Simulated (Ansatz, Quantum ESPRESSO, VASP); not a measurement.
## Code comparison for LaGa3Pd2 (P6/mmm, 6 atoms in the cell)

Self-consistent single point, at a second geometry (lattice scaled by 0.98). First geometry:

```yaml
crystal:
  lattice:
    - [5.44368, 0.00000, 0.00000]
    - [-2.72184, 4.71436, 0.00000]
    - [0.00000, 0.00000, 4.29021]
  atoms:
    - { symbol: La, position: [0.00000, 0.00000, 0.00000] }
    - { symbol: Ga, position: [0.50000, 0.00000, 0.50000] }
    - { symbol: Ga, position: [0.50000, 0.50000, 0.50000] }
    - { symbol: Ga, position: [0.00000, 0.50000, 0.50000] }
    - { symbol: Pd, position: [0.66667, 0.33333, 0.00000] }
    - { symbol: Pd, position: [0.33333, 0.66667, 0.00000] }
```

Shared settings, as Ansatz (a quantum-chemistry and plane-wave program) writes them: kpoints.mp_grid.grid = 6 6 7; scf.occupations.method = gaussian; scf.occupations.width = 0.05 eV. Potentials and cutoffs stand in the table.

```csv
code,model,ΔF from the first geometry (meV/atom),pressure (GPa),cutoff
Quantum ESPRESSO,"PBEsol, GBRV 1.5 ultrasoft (PBESOL) pseudopotentials",7.1,4.71,50 Ry
VASP,"PBEsol, VASP's PBE PAW potentials (set 64)",6.1,4.60,300 eV
Ansatz,"PBEsol, PAW files made with PBE",5.4,4.66,420 eV
```

On Ansatz's run: spin polarisation is off.

The spread over the programs that give each value: ΔF from the first geometry within 1.7 meV/atom; pressure within 0.11 GPa.

Ansatz's pressure is given at a fixed set of plane waves, as the other plane-wave codes print theirs; with its correction for the finite basis it is 4.70 GPa.

VASP's run is marked for a possible Pulay error in its stress at this cutoff; no cutoff test was made.

The starting cell comes from a database of computed structures (which also holds hypothetical and non-ambient phases and stackings), without a prior relaxation at this level. For this run, on top of that: lattice scaled by 0.98.

Left out of this page: Elk, FLEUR and SIESTA (not drawn, or without a comparable value).

Keys are those of Ansatz 0.2.
